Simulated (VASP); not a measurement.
Here is the system:

```
TiSe2
1.0
    1.74347    -3.01978     0.00000
    1.74347     3.01978     0.00000
    0.00000     0.00000     5.86555
Ti Se
1 2
Direct
  0.00000   0.00000   0.00000
  0.33333   0.66667   0.26432
  0.66667   0.33333   0.73568
```

The numbers are results of PBE GGA with D3 dispersion (Becke-Johnson damping), VASP's PBE PAW potentials (set 64) (plane waves; VASP), not measurements. Run with 520 eV cut-off, Gaussian smearing of 0.050 eV, potentials Ti_sv Se.

### Question
Give the energies of bands 7 to 15 at the high-symmetry points, in eV from the Fermi level.

### Answer

| band | Γ | M | K | A | L | H |
|---|---|---|---|---|---|---|
| 7 | -5.67 | -5.38 | -4.50 | -3.74 | -5.44 | -4.49 |
| 8 | -2.28 | -3.88 | -4.13 | -2.89 | -4.86 | -4.49 |
| 9 | -2.28 | -2.94 | -4.13 | -2.20 | -2.84 | -3.85 |
| 10 | 0.35 | -2.88 | -2.70 | -2.20 | -2.57 | -3.41 |
| 11 | 0.47 | -2.27 | -2.70 | 0.27 | -1.14 | -2.12 |
| 12 | 0.47 | -1.44 | -2.42 | 0.27 | -0.88 | -2.12 |
| 13 | 0.56 | 0.03 | 1.19 | 0.46 | -0.27 | 1.20 |
| 14 | 0.58 | 1.43 | 1.71 | 0.46 | 1.42 | 1.23 |
| 15 | 0.58 | 1.85 | 1.71 | 1.25 | 1.81 | 1.23 |

It has no gap at this level: it comes out as a metal or semimetal.

The compound is TiSe2 in the 1T layered structure. It was relaxed first, which changed the volume by -5 %.
